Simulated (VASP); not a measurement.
```cif
data_NTi
_chemical_formula_sum 'Ti1 N1'
_space_group_name_H-M_alt 'P 1'
_space_group_IT_number 1
_cell_length_a 3.06016
_cell_length_b 3.06016
_cell_length_c 3.06016
_cell_angle_alpha 60.000
_cell_angle_beta 60.000
_cell_angle_gamma 60.000
loop_
_space_group_symop_operation_xyz
  'x, y, z'
loop_
_atom_site_label
_atom_site_type_symbol
_atom_site_fract_x
_atom_site_fract_y
_atom_site_fract_z
_atom_site_occupancy
Ti1 Ti 0.00000 0.00000 0.00000 1
N1 N 0.50000 0.50000 0.50000 1
```

Level of theory: vdW-DF2, VASP's PBE PAW potentials (set 64) (plane waves; VASP 6.6.1). Run with 520 eV cut-off, 14×14×14 Γ-centred mesh, first-order Methfessel-Paxton smearing of 0.10 eV, potentials Ti_sv N.

Q: Give the energy at these volumes per atom, relative to the lowest: 9.51, 9.82, 10.12, 10.42, 10.73 Å³.

A: 32.0, 7.8, 0.0, 6.1, 24.1 meV/atom. A third-order Birch-Murnaghan fit gives B0 = 243 GPa and B0′ = 4.3.

Measured: bulk modulus 288 GPa (computed value off by -15.5 %), as given by V. Krasnenko et al., Solid State Sciences (2013), arXiv:1306.3139; a 4.239 Å (computed value off by +2.1 %), as given by Guo-Xu Zhang et al., New Journal of Physics (2018), doi:10.1088/1367-2630/aac7f0. The calculation is for a static lattice, while the measured bulk modulus, a hold thermal and zero-point effects, which are part of the difference.

The compound is TiN in the rock salt structure. It was relaxed first, which changed the volume by +6 %.
